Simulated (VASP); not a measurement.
An input for Ansatz (written as the equivalent of a VASP run, and not itself run):

Ansatz 0.2 input:
```yaml
crystal:
  lattice:
    - [2.7977900, 0.0000000, 0.0000000]
    - [-1.3988950, 2.4229570, 0.0000000]
    - [0.0000000, 0.0000000, 7.0393400]
  atoms:
    - { symbol: Tc, position: [0.0000000, 0.0000000, 0.5000000] }
    - { symbol: Tc, position: [0.6666670, 0.3333330, 0.8033300] }
    - { symbol: Tc, position: [0.6666670, 0.3333330, 0.1966700] }
    - { symbol: N, position: [0.0000000, 0.0000000, 0.0000000] }
kpoints:
  mp_grid: { grid: [14, 14, 5] }
hamiltonian:
  xc: pbesol
  pseudopotentials: { kind: paw }
scf:
  occupations: { method: gaussian, width: 0.05 }
  max_iter: 100
output: { forces: true, stress: true, eigenvalues: true }
```

Q: Translate this input to VASP (INCAR, KPOINTS, POSCAR, choice of POTCAR).

A: One answer among several that fit: 
File KPOINTS:
```
Automatic mesh
0
Gamma
14 14 5
0 0 0
```

INCAR:
```
SYSTEM = Tc3N
PREC = Accurate; ENCUT = 400; LREAL = .FALSE.
LASPH = .TRUE.
EDIFF = 1E-6; NELM = 100; ALGO = Normal
LMAXMIX = 4
ISMEAR = 0; SIGMA = 0.05
GGA = PS
ISIF = 2
LWAVE = .FALSE.; LCHARG = .FALSE.
```

**POSCAR**
```
Tc3N
2.797790
  1.0000000000   0.0000000000   0.0000000000
 -0.5000000000   0.8660253271   0.0000000000
  0.0000000000   0.0000000000   2.5160358712
Tc N
3 1
Direct
  0.0000000000   0.0000000000   0.5000000000
  0.6666670000   0.3333330000   0.8033300000
  0.6666670000   0.3333330000   0.1966700000
  0.0000000000   0.0000000000   0.0000000000
```

POTCAR, in this order: Tc_pv N (PBE.64 set). Program: vasp_std.

What does not carry over: each code has its own PAW files, so the cut-off isn't converted (ENCUT is set for VASP's; basis.ecutwfc is left out, and Ansatz then takes the one that its files recommend); Ansatz stops its SCF on the density residual and VASP on the energy change (EDIFF).

The structure comes from a computed database's Tc3N entry (P-6m2); how it stands against other phases isn't given here. The cell was not relaxed at this level.
